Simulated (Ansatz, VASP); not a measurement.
CdBr2: VASP beside Ansatz

```
CELL_PARAMETERS angstrom
1.97500 1.14027 6.22333
-1.97500 1.14027 6.22333
0.00000 -2.28053 6.22333
ATOMIC_POSITIONS crystal
Cd 0.00000 0.00000 0.00000
Br 0.25000 0.25000 0.25000
Br 0.75000 0.75000 0.75000
```

Alike in both runs: task single point; functional LDA; k mesh 6 × 6 × 6; occupations gaussian, width 0.1 eV; no spin polarisation.

```csv
,VASP,Ansatz
version,VASP 6.6.1,Ansatz 0.2.0
potentials or method,"VASP PAW LDA potentials, release 64 (Cd, Br)","scalar-relativistic, plane waves, PAW"
plane-wave cutoff (eV),520,420
valence electrons in the cell,26,34
```

|  | VASP | Ansatz | Ansatz less VASP |
| --- | --- | --- | --- |
| gap on the k mesh at the Fermi level (eV) | 2.57 | 2.55 | -0.018 |
| least direct gap on the mesh (eV) | 2.76 | 2.74 | -0.023 |
| pressure (GPa) | -1.0 | -1.4 | -0.34 |
| rms of the force components (eV/Å) | 0.052 | 0.076 | +0.0239 |

Atom by atom the forces differ by 0.024 eV/Å (rms over components). The two sets of potentials don't hold the same shells in valence.

Caveats: the cell's inner coordinates are idealised or old, which leaves forces on the atoms. A k mesh can miss the band edges. As with any semilocal functional, this LDA gap is likely too small.
